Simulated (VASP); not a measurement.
Computed with PBE GGA, VASP's PBE PAW potentials (set 64) (plane waves; VASP 6.6.1).

A VASP calculation is set up with these files.

### KPOINTS
```
Automatic mesh
0
Gamma
10 10 10
0 0 0
```

**INCAR**
```
ALGO=Normal
BMIX=3.0
SIGMA=0.1   ! width (eV)
ENCUT=400   ! plane-wave cut-off (eV)
EDIFF=1E-6   ! SCF stop (eV)
IMIX=1
GGA=PE   ! PBE
LCHARG=.FALSE.
ISIF=2
LREAL=.FALSE.   ! projection in real space or not
LMAXMIX=6   ! l cut-off of mixed one-centre charges
AMIX=0.05
LWAVE=.FALSE.
LASPH=.TRUE.   ! aspherical one-centre terms
SYSTEM=AuZn
PREC=Accurate
NELM=100   ! most electronic steps
ISMEAR=1
```

POSCAR:
```
AuZn
1
    3.2130000000     0.0000000000     0.0000000000
    0.0000000000     3.2130000000     0.0000000000
    0.0000000000     0.0000000000     3.2130000000
Zn Au
1 1
Direct
  0.5000000000   0.5000000000   0.5000000000
  0.0000000000   0.0000000000   0.0000000000
```

POTCAR, in this order: Zn Au (PBE.64 set). Program: vasp_std.

Output of the run:

**OSZICAR**
```
...
DAV:  12    -0.497418535090E+01    0.21181E-01   -0.25115E-03  1785   0.649E-01    0.517E+00
DAV:  13    -0.495483571707E+01    0.19350E-01   -0.22274E-03  1764   0.597E-01    0.494E+00
DAV:  14    -0.493714452601E+01    0.17691E-01   -0.19705E-03  1778   0.551E-01    0.472E+00
DAV:  15    -0.492095713281E+01    0.16187E-01   -0.17434E-03  1771   0.511E-01    0.451E+00
DAV:  16    -0.490613646594E+01    0.14821E-01   -0.15516E-03  1757   0.473E-01    0.431E+00
DAV:  17    -0.489256017930E+01    0.13576E-01   -0.13785E-03  1750   0.440E-01    0.412E+00
DAV:  18    -0.488011822890E+01    0.12442E-01   -0.12272E-03  1743   0.411E-01    0.395E+00
DAV:  19    -0.486871175759E+01    0.11406E-01   -0.10947E-03  1757   0.383E-01    0.378E+00
DAV:  20    -0.485825148180E+01    0.10460E-01   -0.97677E-04  1729   0.358E-01    0.362E+00
DAV:  21    -0.484865654811E+01    0.95949E-02   -0.87256E-04  1743   0.335E-01    0.346E+00
DAV:  22    -0.483985369075E+01    0.88029E-02   -0.78089E-04  1757   0.314E-01    0.332E+00
DAV:  23    -0.483177627970E+01    0.80774E-02   -0.69857E-04  1750   0.295E-01    0.318E+00
DAV:  24    -0.482436364445E+01    0.74126E-02   -0.62613E-04  1757   0.277E-01    0.305E+00
DAV:  25    -0.481756048317E+01    0.68032E-02   -0.56121E-04  1757   0.261E-01    0.292E+00
DAV:  26    -0.481131628343E+01    0.62442E-02   -0.50736E-04  1736   0.246E-01    0.280E+00
DAV:  27    -0.480558490135E+01    0.57314E-02   -0.45566E-04  1771   0.232E-01    0.269E+00
DAV:  28    -0.480032408571E+01    0.52608E-02   -0.40925E-04  1743   0.219E-01    0.258E+00
DAV:  29    -0.479549516730E+01    0.48289E-02   -0.36823E-04  1764   0.207E-01    0.248E+00
DAV:  30    -0.479106272449E+01    0.44324E-02   -0.33117E-04  1722   0.196E-01    0.238E+00
DAV:  31    -0.478699426055E+01    0.40685E-02   -0.29832E-04  1764   0.185E-01    0.228E+00
DAV:  32    -0.478325998480E+01    0.37343E-02   -0.26865E-04  1715   0.175E-01    0.219E+00
DAV:  33    -0.477983255907E+01    0.34274E-02   -0.24223E-04  1750   0.166E-01    0.211E+00
DAV:  34    -0.477668688646E+01    0.31457E-02   -0.21841E-04  1743   0.158E-01    0.202E+00
DAV:  35    -0.477379992066E+01    0.28870E-02   -0.19708E-04  1743   0.150E-01    0.194E+00
DAV:  36    -0.477115049854E+01    0.26494E-02   -0.17796E-04  1736   0.142E-01    0.187E+00
DAV:  37    -0.476871919409E+01    0.24313E-02   -0.16077E-04  1750   0.135E-01    0.180E+00
DAV:  38    -0.476648814048E+01    0.22311E-02   -0.14524E-04  1743   0.128E-01    0.173E+00
DAV:  39    -0.476444094444E+01    0.20472E-02   -0.13141E-04  1771   0.122E-01    0.166E+00
DAV:  40    -0.476256253191E+01    0.18784E-02   -0.11878E-04  1743   0.116E-01    0.159E+00
DAV:  41    -0.476083906386E+01    0.17235E-02   -0.10762E-04  1771   0.110E-01    0.153E+00
DAV:  42    -0.475925781955E+01    0.15812E-02   -0.97345E-05  1750   0.105E-01    0.147E+00
DAV:  43    -0.475780711726E+01    0.14507E-02   -0.88277E-05  1771   0.100E-01    0.142E+00
DAV:  44    -0.475647621828E+01    0.13309E-02   -0.79919E-05  1743   0.955E-02    0.136E+00
DAV:  45    -0.475525526339E+01    0.12210E-02   -0.72555E-05  1771   0.910E-02    0.131E+00
DAV:  46    -0.475413519730E+01    0.11201E-02   -0.65741E-05  1757   0.869E-02    0.126E+00
DAV:  47    -0.475310769838E+01    0.10275E-02   -0.59720E-05  1778   0.829E-02    0.121E+00
DAV:  48    -0.475216512575E+01    0.94257E-03   -0.54179E-05  1764   0.792E-02    0.117E+00
DAV:  49    -0.475130046227E+01    0.86466E-03   -0.49234E-05  1785   0.757E-02    0.112E+00
DAV:  50    -0.475050726710E+01    0.79320E-03   -0.44742E-05  1771   0.724E-02    0.108E+00
DAV:  51    -0.474977962518E+01    0.72764E-03   -0.40672E-05  1785   0.693E-02    0.104E+00
DAV:  52    -0.474911210660E+01    0.66752E-03   -0.37001E-05  1771   0.663E-02    0.999E-01
DAV:  53    -0.474849972535E+01    0.61238E-03   -0.33671E-05  1799   0.635E-02    0.961E-01
DAV:  54    -0.474793790660E+01    0.56182E-03   -0.30654E-05  1792   0.608E-02    0.925E-01
DAV:  55    -0.474742245360E+01    0.51545E-03   -0.27909E-05  1813   0.583E-02    0.890E-01
DAV:  56    -0.474694951467E+01    0.47294E-03   -0.25439E-05  1813   0.559E-02    0.856E-01
DAV:  57    -0.474651555403E+01    0.43396E-03   -0.23173E-05  1827   0.537E-02    0.824E-01
DAV:  58    -0.474611732870E+01    0.39823E-03   -0.21150E-05  1813   0.515E-02    0.793E-01
DAV:  59    -0.474575186723E+01    0.36546E-03   -0.19287E-05  1855   0.495E-02    0.763E-01
DAV:  60    -0.474541643995E+01    0.33543E-03   -0.17610E-05  1841   0.476E-02    0.734E-01
DAV:  61    -0.474510854503E+01    0.30789E-03   -0.16076E-05  1855   0.458E-02    0.707E-01
DAV:  62    -0.474482589022E+01    0.28265E-03   -0.14684E-05  1848   0.441E-02    0.680E-01
DAV:  63    -0.474456637251E+01    0.25952E-03   -0.13432E-05  1869   0.424E-02    0.655E-01
DAV:  64    -0.474432806433E+01    0.23831E-03   -0.12273E-05  1883   0.409E-02    0.630E-01
DAV:  65    -0.474410919559E+01    0.21887E-03   -0.11228E-05  1918   0.394E-02    0.607E-01
DAV:  66    -0.474390814831E+01    0.20105E-03   -0.10289E-05  1925   0.380E-02    0.584E-01
DAV:  67    -0.474372343820E+01    0.18471E-03   -0.94007E-06  1918   0.367E-02    0.562E-01
DAV:  68    -0.474355370274E+01    0.16974E-03   -0.86291E-06  1904   0.354E-02    0.541E-01
DAV:  69    -0.474339769677E+01    0.15601E-03   -0.78942E-06  1883   0.342E-02    0.521E-01
DAV:  70    -0.474325427867E+01    0.14342E-03   -0.72530E-06  1883   0.331E-02    0.501E-01
DAV:  71    -0.474312240191E+01    0.13188E-03   -0.66342E-06  1848   0.320E-02    0.482E-01
DAV:  72    -0.474300110672E+01    0.12130E-03   -0.61003E-06  1862   0.309E-02    0.464E-01
DAV:  73    -0.474288951404E+01    0.11159E-03   -0.55852E-06  1820   0.299E-02    0.447E-01
DAV:  74    -0.474278681931E+01    0.10269E-03   -0.51375E-06  1841   0.290E-02    0.430E-01
DAV:  75    -0.474269228541E+01    0.94534E-04   -0.47117E-06  1805   0.281E-02    0.414E-01
DAV:  76    -0.474260523324E+01    0.87052E-04   -0.43315E-06  1766   0.272E-02    0.399E-01
DAV:  77    -0.474252504862E+01    0.80185E-04   -0.40169E-06  1759   0.263E-02    0.384E-01
DAV:  78    -0.474245116229E+01    0.73886E-04   -0.36494E-06  1639   0.255E-02    0.370E-01
DAV:  79    -0.474238305429E+01    0.68108E-04   -0.33885E-06  1557   0.245E-02    0.356E-01
DAV:  80    -0.474232025151E+01    0.62803E-04   -0.31320E-06  1477   0.235E-02    0.343E-01
DAV:  81    -0.474226232309E+01    0.57928E-04   -0.29616E-06  1491   0.226E-02    0.330E-01
DAV:  82    -0.474220886938E+01    0.53454E-04   -0.26499E-06  1366   0.217E-02    0.318E-01
DAV:  83    -0.474215952093E+01    0.49348E-04   -0.25237E-06  1336   0.208E-02    0.306E-01
DAV:  84    -0.474211394487E+01    0.45576E-04   -0.22542E-06  1246   0.199E-02    0.295E-01
DAV:  85    -0.474207183386E+01    0.42111E-04   -0.21580E-06  1198   0.190E-02    0.284E-01
DAV:  86    -0.474203291318E+01    0.38921E-04   -0.19503E-06  1155   0.181E-02    0.274E-01
DAV:  87    -0.474199692280E+01    0.35990E-04   -0.18323E-06  1109   0.173E-02    0.264E-01
DAV:  88    -0.474196362566E+01    0.33297E-04   -0.16476E-06  1093   0.166E-02    0.254E-01
DAV:  89    -0.474193280422E+01    0.30821E-04   -0.15579E-06  1036   0.160E-02    0.245E-01
DAV:  90    -0.474190425806E+01    0.28546E-04   -0.14079E-06  1044   0.155E-02    0.236E-01
DAV:  91    -0.474187780949E+01    0.26449E-04   -0.13315E-06  1029   0.149E-02    0.227E-01
DAV:  92    -0.474185328975E+01    0.24520E-04   -0.12011E-06  1001   0.145E-02    0.219E-01
DAV:  93    -0.474183054498E+01    0.22745E-04   -0.11346E-06   994   0.140E-02    0.211E-01
DAV:  94    -0.474180943730E+01    0.21108E-04   -0.10359E-06   938   0.136E-02    0.203E-01
DAV:  95    -0.474178983516E+01    0.19602E-04   -0.96449E-07   980   0.132E-02    0.196E-01
DAV:  96    -0.474177162465E+01    0.18211E-04   -0.87488E-07   903   0.129E-02    0.189E-01
DAV:  97    -0.474175469529E+01    0.16929E-04   -0.83785E-07   966   0.125E-02    0.182E-01
DAV:  98    -0.474173894932E+01    0.15746E-04   -0.75099E-07   910   0.122E-02    0.175E-01
DAV:  99    -0.474172429636E+01    0.14653E-04   -0.72341E-07   931   0.118E-02    0.169E-01
DAV: 100    -0.474171065197E+01    0.13644E-04   -0.65593E-07   889   0.115E-02
   1 F= -.47417107E+01 E0= -.47415404E+01  d E =-.510799E-03
```

### OUTCAR
```
------------------------ aborting loop EDIFF was not reached (unconverged)  ----------------------------
  FORCE on cell =-STRESS in cart. coord.  units (eV):
  Direction    XX          YY          ZZ          XY          YZ          ZX
  --------------------------------------------------------------------------------------
  Total       -0.7770858     -0.7770858     -0.7770858      0.0000000     -0.0000000      0.0000000
  in kB      -37.5359492    -37.5359492    -37.5359492      0.0000000     -0.0000000      0.0000000
  external PRESSURE =     -37.5359492 kB  Pullay stress =       0.0000000 kB
  volume of cell :       33.17
      direct lattice vectors                 reciprocal lattice vectors
     3.213000000  0.000000000  0.000000000     0.311235605  0.000000000  0.000000000
     0.000000000  3.213000000  0.000000000     0.000000000  0.311235605  0.000000000
     0.000000000  0.000000000  3.213000000     0.000000000  0.000000000  0.311235605
 POSITION                                       TOTAL-FORCE (eV/Angst)
 -----------------------------------------------------------------------------------
      1.60650      1.60650      1.60650         0.000000      0.000000      0.000000
      0.00000      0.00000      0.00000         0.000000      0.000000      0.000000
 -----------------------------------------------------------------------------------
    total drift:                                0.000000      0.000000     -0.000000
  FREE ENERGIE OF THE ION-ELECTRON SYSTEM (eV)
  ---------------------------------------------------
  free  energy   TOTEN  =        -4.7417106520 eV

  energy  without entropy=       -4.7411998527  energy(sigma->0) =       -4.74154039
```
(Selected blocks of OUTCAR.)

File stdout:
```
...
DAV:  81    -0.474226232309E+01    0.57928E-04   -0.29616E-06  1491   0.226E-02    0.330E-01
DAV:  82    -0.474220886938E+01    0.53454E-04   -0.26499E-06  1366   0.217E-02    0.318E-01
DAV:  83    -0.474215952093E+01    0.49348E-04   -0.25237E-06  1336   0.208E-02    0.306E-01
DAV:  84    -0.474211394487E+01    0.45576E-04   -0.22542E-06  1246   0.199E-02    0.295E-01
DAV:  85    -0.474207183386E+01    0.42111E-04   -0.21580E-06  1198   0.190E-02    0.284E-01
DAV:  86    -0.474203291318E+01    0.38921E-04   -0.19503E-06  1155   0.181E-02    0.274E-01
DAV:  87    -0.474199692280E+01    0.35990E-04   -0.18323E-06  1109   0.173E-02    0.264E-01
DAV:  88    -0.474196362566E+01    0.33297E-04   -0.16476E-06  1093   0.166E-02    0.254E-01
DAV:  89    -0.474193280422E+01    0.30821E-04   -0.15579E-06  1036   0.160E-02    0.245E-01
DAV:  90    -0.474190425806E+01    0.28546E-04   -0.14079E-06  1044   0.155E-02    0.236E-01
DAV:  91    -0.474187780949E+01    0.26449E-04   -0.13315E-06  1029   0.149E-02    0.227E-01
DAV:  92    -0.474185328975E+01    0.24520E-04   -0.12011E-06  1001   0.145E-02    0.219E-01
DAV:  93    -0.474183054498E+01    0.22745E-04   -0.11346E-06   994   0.140E-02    0.211E-01
DAV:  94    -0.474180943730E+01    0.21108E-04   -0.10359E-06   938   0.136E-02    0.203E-01
DAV:  95    -0.474178983516E+01    0.19602E-04   -0.96449E-07   980   0.132E-02    0.196E-01
DAV:  96    -0.474177162465E+01    0.18211E-04   -0.87488E-07   903   0.129E-02    0.189E-01
DAV:  97    -0.474175469529E+01    0.16929E-04   -0.83785E-07   966   0.125E-02    0.182E-01
DAV:  98    -0.474173894932E+01    0.15746E-04   -0.75099E-07   910   0.122E-02    0.175E-01
DAV:  99    -0.474172429636E+01    0.14653E-04   -0.72341E-07   931   0.118E-02    0.169E-01
DAV: 100    -0.474171065197E+01    0.13644E-04   -0.65593E-07   889   0.115E-02

 -----------------------------------------------------------------------------
|                                                                             |
|           W    W    AA    RRRRR   N    N  II  N    N   GGGG   !!!           |
|           W    W   A  A   R    R  NN   N  II  NN   N  G    G  !!!           |
|           W    W  A    A  R    R  N N  N  II  N N  N  G       !!!           |
|           W WW W  AAAAAA  RRRRR   N  N N  II  N  N N  G  GGG   !            |
|           WW  WW  A    A  R   R   N   NN  II  N   NN  G    G                |
|           W    W  A    A  R    R  N    N  II  N    N   GGGG   !!!           |
|                                                                             |
|     The electronic self-consistency was not achieved in the given           |
|     number of steps (NELM). The forces and other quantities evaluated       |
|     might not be reliable so examine the results carefully. If you find     |
|     spurious results, we suggest increasing NELM, if you were close to      |
|     convergence or switching to a different ALGO or adjusting the           |
|     density mixing parameters otherwise.                                    |
|                                                                             |
 -----------------------------------------------------------------------------

   1 F= -.47417107E+01 E0= -.47415404E+01  d E =-.510799E-03
```

The run did not converge; its last values are not results.

The compound is AuZn in the CsCl type structure. The cell was not relaxed at this level. The run is one of a series of settings (AMIX = 0.05, BMIX = 3.0, IMIX = 1 against the base run), some of them coarse on purpose. The electron count is odd and the run is not spin-polarised, which forces a metal.
